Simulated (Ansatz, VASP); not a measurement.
## AlZnF4: VASP beside Ansatz

```xyz
6
Lattice="4.0562 0.0000 0.0000 0.0000 2.6484 0.0000 0.1935 0.0000 4.2610" Properties=species:S:1:pos:R:3 pbc="T T T"
Al    0.0000    0.0000    0.0000
Zn    2.1248    1.3242    2.1305
F     2.8626    0.0000    1.4061
F     1.3871    0.0000    2.8549
F     3.2970    1.3242    3.4685
F     0.9527    1.3242    0.7926
```

The cell was built by a generator and needn't be a form met in nature.

Alike in both runs: task single point; functional PBE; k mesh 5 × 7 × 4; occupations fermi-dirac, width 0.0258 eV; no spin polarisation.

|  | VASP | Ansatz |
| --- | --- | --- |
| version | VASP 6.6.1 | Ansatz 0.2.0 |
| potentials or method | VASP PAW PBE potentials, release 64 (Al, Zn, F) | PAW plane waves |
| plane-wave cutoff (eV) | 520 | 500 |
| valence electrons in the cell | 43 | 43 |

|  | VASP | Ansatz | Ansatz less VASP |
| --- | --- | --- | --- |
| gap on the k mesh at the Fermi level (eV) | none | none | - |
| rms of the force components (eV/Å) | 3.458 | 3.318 | -0.1406 |

Atom by atom the forces differ by 0.141 eV/Å (rms over components). A gap of «none» marks a metal or a gap that the smearing closes.

Caveats: the k mesh is coarse (spacing up to 0.37 Å⁻¹), so the values aren't converged; an odd number of electrons without spin polarisation forces a metal; a magnetic or distorted state may lie lower.
